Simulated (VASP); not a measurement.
These are SCAN meta-GGA, VASP's PBE PAW potentials (set 64) (plane waves; VASP) values and carry that method's errors.

VASP ran on this input.

File KPOINTS:
```
kpoints
0
G
8 8 4
0 0 0
```

**KPOINTS_OPT**
```
k-points along high-symmetry lines
6
Line-mode
Reciprocal
  0.000000   0.000000   0.000000 ! GAMMA
  0.500000  -0.000000   0.000000 ! M

  0.500000  -0.000000   0.000000 ! M
  0.333333   0.333333   0.000000 ! K

  0.333333   0.333333   0.000000 ! K
  0.000000   0.000000   0.000000 ! GAMMA

  0.000000   0.000000   0.000000 ! GAMMA
  0.000000   0.000000   0.500000 ! A

  0.000000   0.000000   0.500000 ! A
  0.500000  -0.000000   0.500000 ! L

  0.500000  -0.000000   0.500000 ! L
  0.333333   0.333333   0.500000 ! H

  0.333333   0.333333   0.500000 ! H
  0.000000   0.000000   0.500000 ! A

  0.500000  -0.000000   0.500000 ! L
  0.500000  -0.000000   0.000000 ! M

  0.333333   0.333333   0.500000 ! H
  0.333333   0.333333   0.000000 ! K
```

File POSCAR:
```
SnSe2
3.8415930
  0.5000000110  -0.8660254792   0.0000000000
  0.5000000110   0.8660254792   0.0000000000
  0.0000000000   0.0000000000   1.6789171341
Sn Se
1 2
direct
  0.0000000000   0.0000000000   0.0000000000
  0.3333330000   0.6666670000   0.2440641676
  0.6666670000   0.3333330000   0.7559358324
```

**INCAR**
```
! general
SYSTEM =SnSe2
PREC   =Accurate
ENCUT  =520   ! plane-wave cut-off (eV)
LREAL  =.FALSE.   ! projection in real space or not
LASPH  =.TRUE.

! electronic loop
EDIFF  =1E-7   ! SCF stop (eV)
NELM   =100
ALGO   =Normal
LMAXMIX=4
LMIXTAU=.TRUE.

! smearing
ISMEAR =-5   ! tetrahedra, Bloechl

! functional
METAGGA=SCAN

! ions
ISIF   =2

! output
LWAVE  =.FALSE.
LCHARG =.FALSE.
LORBIT =11   ! lm-projected
NEDOS  =601   ! DOS grid

! other
LEFG   =.TRUE.
```

POTCAR, in this order: Sn_d Se (PBE.64 set). Program: vasp_std.

The path is coarsely sampled, so an indirect gap can come out somewhat too large. Unless said otherwise, spin-orbit coupling is left out, though it shifts the bands of the heavy elements here.

Problem. Estimate the energy per atom (σ→0), band gap (over mesh and band path).

Solution. 
energy per atom (σ→0): -25.696 eV/atom
band gap (over mesh and band path): 0.96 eV

OSZICAR:
```
...
DAV:  26    -0.770866786423E+02    0.25724E-05   -0.86391E-08   770   0.360E-03    0.966E-04
DAV:  27    -0.770866812090E+02   -0.25668E-05   -0.16080E-08   604   0.126E-03    0.511E-04
DAV:  28    -0.770866816059E+02   -0.39692E-06   -0.44981E-08   613   0.282E-03    0.291E-04
DAV:  29    -0.770866822422E+02   -0.63630E-06   -0.63376E-09   604   0.112E-03    0.998E-05
DAV:  30    -0.770866822550E+02   -0.12764E-07   -0.18523E-09   604   0.659E-04
   1 F= -.77086682E+02 E0= -.77086682E+02  d E =0.000000E+00
       N       E                     dE             ncg
       N       E                     dE             ncg
```

The compound is SnSe2 in the 1T layered structure. It was relaxed first, which changed the volume by +7 %.
